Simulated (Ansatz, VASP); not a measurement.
**Yb3SnO in two plane-wave programs**

One calculation is typed for both programs; each brings its own data sets and cutoff. How far apart do they land?

Method: plane waves, with VASP 6.6.1 beside it; single point at LDA, in Ansatz 0.2.0.

**1. Set-up**

Symmetry: Pm-3m, No. 221, cubic system. Conventional cell: a = 4.837 Å, b = 4.837 Å, c = 4.837 Å, α = 90.00°, β = 90.00°, γ = 90.00°. Nearest to Yb lie 2 O at 2.42 Å. Nearest to Sn lie 12 Yb at 3.42 Å. Nearest to O lie 6 Yb at 2.42 Å. Farther neighbours and most contacts between anions are not listed.

**2. Ansatz: single point, LDA**

Ansatz runs on its default PAW (the set named soft_2) files.

A single point gives forces, pressure and levels at one fixed geometry, so differences don't come from the geometry; what else differs is listed under the comparison.

input.yaml

```yaml
crystal:
  lattice:
    - [4.83683, 0.0, 0.0]
    - [0.0, 4.83683, 0.0]
    - [0.0, 0.0, 4.83683]
  atoms:
    - { symbol: Yb, position: [0.5, 0.5, 0.0], spin: 1.0 }
    - { symbol: Yb, position: [0.5, 0.0, 0.5], spin: -1.0 }
    - { symbol: Yb, position: [0.0, 0.5, 0.5], spin: 1.0 }
    - { symbol: Sn, position: [0.0, 0.0, 0.0] }
    - { symbol: O, position: [0.5, 0.5, 0.5] }
hamiltonian:
  xc: lda
  pseudopotentials: { kind: paw }
magnetization:
  spin_polarized: true
kpoints:
  mp_grid: { grid: [4, 4, 4] }
scf:
  occupations: { method: gaussian, width: 0.05 }
  n_extra_bands: 8
output:
  forces: true
  stress: true
  eigenvalues: true
```

Command:

```bash
> ansatz run input.yaml --threads 2 --pin off --max-ram 4608MiB --backend cpu --events-out ev --progress --plain --runs-dir out
```

Numbers of over 12 decimals in the logs are rounded to 6 here.

Log:

```text
Warning: the band count 54 (scf.n_extra_bands) hosts the net moment |M| = 1.0000 μB (N_el = 92) but caps the reachable moment at 2·n_bands − N_el = 16.0000 μB, below the 57 bands that the automatic rule leaves for it — a moment growing past the seed, or the majority channel's smearing tail, pins there with fewer empty majority states than that count leaves; raise or omit scf.n_extra_bands unless the cap is intended
Warning: where an SCF of this run starts from atoms to list the orders of its open shells, Yb (sites 0, 2, from 0) starts with 0.44 μB on its 4f shell and 0.44 μB on its 5d shell, in the place of the 1.00 μB that the deck gives it: its open shells can hold no more by Hund's first rule. To start from spheres of the given moment, type scf.initial_density.shell_occupations: []
Warning: where an SCF of this run starts from atoms to list the orders of its open shells, Yb (site 1, from 0) starts with -0.44 μB on its 4f shell and -0.44 μB on its 5d shell, in the place of the -1.00 μB that the deck gives it: its open shells can hold no more by Hund's first rule. To start from spheres of the given moment, type scf.initial_density.shell_occupations: []
scf.n_extra_bands = 8 over 46 filled bands (N_el = 92.0): the run solves 54 bands
Engine: ansatz 0.2.0, x86_64-unknown-linux-gnu
Pseudopotentials: kind: paw
Pseudopotential: Yb, paw, valence charge 24, recommended cutoff 420 eV (normal), Yb.paw.azcp
Pseudopotential: Sn, paw, valence charge 14, recommended cutoff 420 eV (normal), Sn.paw.azcp
Pseudopotential: O, paw, valence charge 6, recommended cutoff 420 eV (normal), O.paw.azcp
Functional definition: SPW92
  exchange = slater_x
  correlation = pw_c
Crystal: 5 atoms, lattice volume = 113.157 Å³
Basis set: ecut = 420 eV, 2205 PW (Γ)
Bands: 54, of which v1, the nominal top of the filled ones, is band 46 counted from 1 (45 counted from 0)
Symmetry: 16 space group operations
Space group: P4/mmm (ITA 123), of the structure as read, at distance tolerance 4.8e-5 Å
Magnetic group: BNS 123.339 (UNI 999), of the structure as read, at distance tolerance 4.8e-5 Å
k-points: 18 of 64
Non-local potential: Yb, projectors of the file, l = 0: 3, l = 1: 2, l = 2: 2, l = 3: 3
Non-local potential: Sn, projectors of the file, l = 0: 2, l = 1: 2, l = 2: 2, l = 3: 2
Non-local potential: O, projectors of the file, l = 0: 2, l = 1: 2, l = 2: 1
PAW form: soft (Blöchl's): semilocal exchange-correlation on the pseudo side does not see the compensation charge
PAW frozen core: Yb, regenerated for the run's functional, and the local potential with it (the file was generated under x = pbe(κ = 0.804, μ = 0.219515), c = pbe(β = 0.066725))
PAW frozen core: Sn, regenerated for the run's functional, and the local potential with it (the file was generated under x = pbe(κ = 0.804, μ = 0.219515), c = pbe(β = 0.066725))
PAW frozen core: O, regenerated for the run's functional, and the local potential with it (the file was generated under x = pbe(κ = 0.804, μ = 0.219515), c = pbe(β = 0.066725))
PAW one-centre angular grid: Yb, 590 points (default); XC on 64 Gauss nodes
PAW one-centre angular grid: Sn, 590 points (default); XC on 64 Gauss nodes
PAW one-centre angular grid: O, 110 points (default); XC on 64 Gauss nodes
Initial density: superposition of atomic densities (chi_scale 0.1, normalization cell, long waves kept (reshape's long-wave potential 0.19 eV rms))
Starting moments: Σ|m| = 3 μB on 3 of 5 sites
Initial wavefunctions: pseudopotential atomic-orbital guess
Functional: x = slater, c = lda
SCF iter   1: F=—  HF=-47125.296564 eV  |F-HF|=—  |Δ(HF+E_count)|=         —  Δρ=4.54e-2 (↑4.54e-2 ↓3.40e-2)  dr2=9.92e0  dr2_m=7.00e-1  M=0.137 μB ∫|m|=0.505 μB  β_m=0.30  ethr=3.10e-3  ⟨swp⟩=6.6  Hψ=7775  notcnv=0
Mixer restart at iter 1: flushing history
preconditioner: auto → Kerker (q_TF=auto, 2.636 Å⁻¹)  [metal: Δε(μ)=0.023 eV  Ē_g=11.232 eV  σ=0.050 eV  W_gap=0.25  n_scr=32 (ndim 8)  ℏωp=32.4 eV  f_vac=0.000  D(μ)=12.59/eV (n_scr^D=170)]
spin=Collinear: Kerker preconditioning applied to the charge; magnetization (m = ρ↑ − ρ↓) channel mixes plain (no charge-response kernel on spin).
SCF iter   2: F=—  HF=-47124.103260 eV  |F-HF|=—  |Δ(HF+E_count)|=    1.19e0  Δρ=2.93e-2 (↑2.93e-2 ↓2.51e-2)  dr2=5.37e0  dr2_m=4.19e-1  M=0.106 μB ∫|m|=0.411 μB  β_m=0.52  ethr=3.10e-3  ⟨swp⟩=3.0  Hψ=3416  notcnv=0  defer=80
SCF iter   3: F=—  HF=-47123.528010 eV  |F-HF|=—  |Δ(HF+E_count)|=   5.75e-1  Δρ=2.18e-2 (↑2.18e-2 ↓1.86e-2)  dr2=2.81e0  dr2_m=8.01e-2  M=0.079 μB ∫|m|=0.209 μB  β_m=0.43  ethr=3.10e-3  ⟨swp⟩=4.2  Hψ=4442  notcnv=0  defer=88
SCF iter   4: F=—  HF=-47122.288069 eV  |F-HF|=—  |Δ(HF+E_count)|=    1.24e0  Δρ=6.34e-3 (↑6.34e-3 ↓6.25e-3)  dr2=2.34e-1  dr2_m=2.79e-3  M=-0.005 μB ∫|m|=0.022 μB  β_m=0.71  ethr=3.05e-3  ⟨swp⟩=3.6  Hψ=3920  notcnv=0  defer=100
SCF iter   5: F=—  HF=-47122.424183 eV  |F-HF|=—  |Δ(HF+E_count)|=   1.36e-1  Δρ=7.15e-3 (↑7.15e-3 ↓5.88e-3)  dr2=1.39e-1  dr2_m=1.89e-3  M=-0.006 μB ∫|m|=0.011 μB  β_m=0.85  ethr=2.54e-4  ⟨swp⟩=3.1  Hψ=4042  notcnv=0  defer=100
SCF iter   6: F=—  HF=-47122.506234 eV  |F-HF|=—  |Δ(HF+E_count)|=   8.21e-2  Δρ=3.16e-3 (↑3.16e-3 ↓3.11e-3)  dr2=4.57e-2  dr2_m=1.14e-4  M=0.000 μB ∫|m|=0.004 μB  β_m=0.77  ethr=1.52e-4  ⟨swp⟩=2.9  Hψ=4012  notcnv=0  defer=100
SCF iter   7: F=—  HF=-47122.517174 eV  |F-HF|=—  |Δ(HF+E_count)|=   1.09e-2  Δρ=2.07e-3 (↑2.07e-3 ↓1.58e-3)  dr2=1.36e-2  dr2_m=1.50e-4  M=0.001 μB ∫|m|=0.003 μB  β_m=0.62  ethr=4.96e-5  ⟨swp⟩=2.9  Hψ=4281  notcnv=0  defer=100
SCF iter   8: F=—  HF=-47122.513256 eV  |F-HF|=—  |Δ(HF+E_count)|=   3.92e-3  Δρ=9.76e-4 (↑8.18e-4 ↓9.76e-4)  dr2=3.87e-3  dr2_m=1.64e-5  M=0.000 μB ∫|m|=0.001 μB  β_m=0.58  ethr=1.48e-5  ⟨swp⟩=3.0  Hψ=4264  notcnv=0  defer=100
SCF iter   9: F=—  HF=-47122.513768 eV  |F-HF|=—  |Δ(HF+E_count)|=   5.12e-4  Δρ=4.38e-4 (↑4.38e-4 ↓3.49e-4)  dr2=7.66e-4  dr2_m=3.48e-5  M=-0.000 μB ∫|m|=0.001 μB  β_m=0.66  ethr=4.20e-6  ⟨swp⟩=2.0  Hψ=3779  notcnv=0  defer=100
SCF iter  10: F=—  HF=-47122.514172 eV  |F-HF|=—  |Δ(HF+E_count)|=   4.03e-4  Δρ=1.22e-4 (↑1.22e-4 ↓1.07e-4)  dr2=4.50e-5  dr2_m=1.19e-6  M=-0.000 μB ∫|m|=0.000 μB  β_m=0.78  ethr=8.33e-7  ⟨swp⟩=2.0  Hψ=3739  notcnv=0  defer=100
SCF iter  11: F=—  HF=-47122.514169 eV  |F-HF|=—  |Δ(HF+E_count)|=   2.34e-6  Δρ=2.93e-5 (↑2.93e-5 ↓2.86e-5)  dr2=5.18e-6  dr2_m=2.04e-8  M=-0.000 μB ∫|m|=0.000 μB  β_m=0.89  ethr=4.89e-8  ⟨swp⟩=2.3  Hψ=3684  notcnv=0  defer=100
SCF iter  12: F=—  HF=-47122.514173 eV  |F-HF|=—  |Δ(HF+E_count)|=   3.97e-6  Δρ=1.13e-5 (↑8.96e-6 ↓1.13e-5)  dr2=6.26e-7  dr2_m=1.19e-8  M=0.000 μB ∫|m|=0.000 μB  β_m=0.78  ethr=5.63e-9  ⟨swp⟩=2.2  Hψ=3610  notcnv=0  defer=100
SCF iter  13: F=—  HF=-47122.514174 eV  |F-HF|=—  |Δ(HF+E_count)|=   4.78e-7  Δρ=1.50e-5 (↑1.50e-5 ↓1.50e-5)  dr2=8.75e-7  dr2_m=3.83e-10  M=-0.000 μB ∫|m|=0.000 μB  β_m=0.62  ethr=6.80e-10  ⟨swp⟩=2.8  Hψ=4023  notcnv=0  defer=100
SCF iter  14: F=—  HF=-47122.514175 eV  |F-HF|=—  |Δ(HF+E_count)|=   8.97e-7  Δρ=4.36e-6 (↑4.18e-6 ↓4.36e-6)  dr2=7.98e-8  dr2_m=3.32e-10  M=-0.000 μB ∫|m|=0.000 μB  β_m=0.66  ethr=6.80e-10  ⟨swp⟩=2.9  Hψ=4013  notcnv=0  defer=100
SCF iter  15: F=—  HF=-47122.514175 eV  |F-HF|=—  |Δ(HF+E_count)|=   1.58e-7  Δρ=2.12e-6 (↑1.93e-6 ↓2.12e-6)  dr2=1.93e-8  dr2_m=1.43e-10  M=-0.000 μB ∫|m|=0.000 μB  β_m=0.63  ethr=8.67e-11  ⟨swp⟩=2.0  Hψ=3598  notcnv=0  defer=100
SCF iter  16: F=—  HF=-47122.514175 eV  |F-HF|=—  |Δ(HF+E_count)|=   1.03e-8  Δρ=1.35e-6 (↑1.24e-6 ↓1.35e-6)  dr2=7.91e-9  dr2_m=1.02e-11  M=-0.000 μB ∫|m|=0.000 μB  β_m=0.65  ethr=2.10e-11  ⟨swp⟩=2.4  Hψ=3280  notcnv=0  defer=100
SCF iter  17: F=-47122.514175 eV  HF=-47122.514175 eV  |F-HF|=8.60e-8  |Δ(HF+E_count)|=   1.84e-8  Δρ=3.75e-6 (↑3.75e-6 ↓3.71e-6)  dr2=5.41e-8  dr2_m=1.04e-12  M=-0.000 μB ∫|m|=0.000 μB  ethr=8.60e-12  ⟨swp⟩=11.1  Hψ=10427  notcnv=0
SCF 1 converged in 17 iterations: F = -47122.514175 eV  dr2 = 5.41e-8
  greatest PAW one-centre occupation: 0.996 electrons in one spin orbital (limit 2), on the Yb atom at site 2 (counted from 0), in its partial waves of l = 0
WARN: the starting moments were not kept: the SCF closed with an absolute magnetisation of 7.7e-7 μB, where they sum to 3 μB in size (3 sites). That is at most 0.1 of that sum. Measured as dr2_m measures the in/out step, that magnetisation stands 8.5e-14 eV from none, at or under the dr2_threshold of 1.0e-7 eV: it is no larger than a step whose dr2_m would equal this threshold. The system may hold no moment; this SCF [...]
SCF converged after 17 iterations
Magnetization: -0.0000 μB (46.0000 up, 46.0000 down)
Absolute magnetization: 0.0000 μB (∫|ρ↑−ρ↓|, with the PAW one-centre terms)
Spin contamination: 0.0000 ħ² per cell (⟨S²⟩ above its minimum at these occupations)
Per-site moments (μB) at R_I (Å): [(-1.3160096444820248e-8, 0.9975961875), (1.104965389219835e-7, 0.9975961875), (-1.3160096338295899e-8, 0.9975961875), (6.323406599315387e-8, 1.410814), (7.803477394110124e-8, 0.9975961875)]
Free energy (F): -47122.514175 eV
Harris-Foulkes:  -47122.514175 eV  (|F-HF|=8.60e-8)
Internal energy: -47122.512512 eV  (E = F + TS)
E sigma→0 (E₀):  -47122.513343 eV
Entropy (-TS):   -0.001663 eV (-0.333 meV/atom)
Fermi energy:    13.399665 eV
--- Per-component energies (eV) ---
  E_band       = 178.554646
  E_kinetic    = 1435.010525
  E_local      = -18856.425975  (includes V_loc(G=0)·N_el)
  E_nonlocal   = 1697.817477
  E_hartree    = 8384.534929
  E_xc         = -940.233599
  E_vxc        = -804.971794  (∫ρ·V_xc dr)
  E_paw        = -25503.623001  (= ΣΔE_a)
  E_vpaw       = -61.980628  (= ΣTr[D̂ρ^β])
  E_aug_tail   = 0.002475  (compensation charges beyond the density's cutoff)
  E_ewald      = -13346.668459
  E_core_change = 7.073116  (= ΣΔE_core)
  E_smearing   = -0.001663  (= −TS)
  E_closure    = 0.000000  (closes the sum)
  Σ components = -47122.514175   (vs F -47122.514175, Δ=0.00e0)
--- Forces (eV/Å), atoms counted from 1 ---
  atom   1  Yb     0.00000000     0.00000000     0.00000000
  atom   2  Yb     0.00000000     0.00000000     0.00000000
  atom   3  Yb     0.00000000     0.00000000    -0.00000000
  atom   4  Sn     0.00000000     0.00000000     0.00000000
  atom   5  O      0.00000000     0.00000000     0.00000000
  max |Σ_I F_I| component: 2.18e-28 eV/Å
--- Stress (GPa, compression-positive) ---
       -7.722525       0.000000       0.000000
        0.000000      -7.722751       0.000000
        0.000000       0.000000      -7.722525
  P = ⅓ Tr σ = -7.7226 GPa (-77.226 kbar)
--- Band table (eV; the first three rows and the last of 36) ---
  k-point 0 ↑: bands = [... 42 lower, 13.2042, 13.2043, 13.2043, 13.5571, 13.5571, 13.5571, 13.9308, 13.9308, ... 4 higher]
  k-point 1 ↑: bands = [... 42 lower, 13.1997, 13.2430, 13.2663, 13.2663, 13.4338, 13.8508, 14.0503, 15.0682, ... 4 higher]
  k-point 2 ↑: bands = [... 42 lower, 13.1961, 13.1976, 13.2246, 13.2246, 14.1876, 14.3498, 15.5008, 15.6249, ... 4 higher]
  k-point 17 ↓: bands = [... 42 lower, 13.2157, 13.2157, 13.2158, 13.2190, 13.6165, 13.6165, 13.6165, 16.0778, ... 4 higher]
```

Elapsed: 21 s, on 2 threads of AMD EPYC 7R43, shared host; peak memory 0.66 GiB.

The run ends at a pressure of -7.72 GPa.

[end of part 1 of 2]

[Lines on the potential files, build, host, timing and source positions are cut from VASP's logs without a mark.]

[Logs are printed without paths, hosts, clocks, repeated set-up lines and the standing remarks that a program may print on its own settings, such as how far it seeks lower states.]

[Hosts, paths, dates, database ids (printed as entryN), source tags and the programs' standing remarks are cut or masked in the printed files.]
